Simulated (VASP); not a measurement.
**Bulk modulus of rock-salt oxides and chalcogenides of divalent metals: r2SCAN against PBE**

VASP (plane waves, PAW); cells keep the symmetry of their structure type. Static lattice, from a third-order Birch-Murnaghan fit over five volumes at each level.

Here x stands for PBE B0 and y for r2SCAN B0.

| solid | PBE B0 (GPa) | r2SCAN B0 (GPa) | cut-off (eV) |
|---|---|---|---|
| BaTe | 28.3 | ? | 520 |
| SnTe | 40.3 | 43.9 | 520 |
| BaS | 41.3 | 44.1 | 520 |
| PbSe | 46.5 | 51.3 | 520 |
| CaSe | 47.8 | 51.8 | 520 |
| PbS | 52.8 | 57.8 | 520 |
| CaO | 105.0 | 116.3 | 520 |
| MgO | 151.7 | 170.4 | 520 |

Q: Using a straight line, estimate the missing y at x = 28.3 from the other rows, showing the fit.

A: With u = x - 69, the rows have u = -28.70, -27.70, -22.50, -21.20, -16.20, 36.00, 82.70. Means: u 0.34286, y 76.51. About the means, the sum of products is 12425 and the sum of squares of u is 10944; the slope is their ratio. Least squares gives y = 76.13 + 1.13537·u. Residuals (row less fit): 0.36, -0.58, 0.72, -0.26, 0.06, -0.70, 0.37; standard error 0.58 (degrees of freedom: 5). The slope is 1.14 with a standard error of 0.0055. At the withheld row, u = -40.70, so y = 76.13 + 1.13537 × (-40.70) = 29.92 GPa. The calculation gives 30.4 GPa, 0.48 GPa above the prediction (0.3 % of the range of y in the table). The row lies outside the fitted rows, so this is an extrapolation. From the scatter of the fitted rows alone, a prediction at this place has a standard error of 0.66 GPa, so the miss is 0.7 times that.

SnTe stands in this structure, which distorts at low temperature. The rows are a random draw from the solids of this series computed here; series whose standard error about the line passes 12 to 30 % of the range of y, or with no trend, aren't shown in this form.
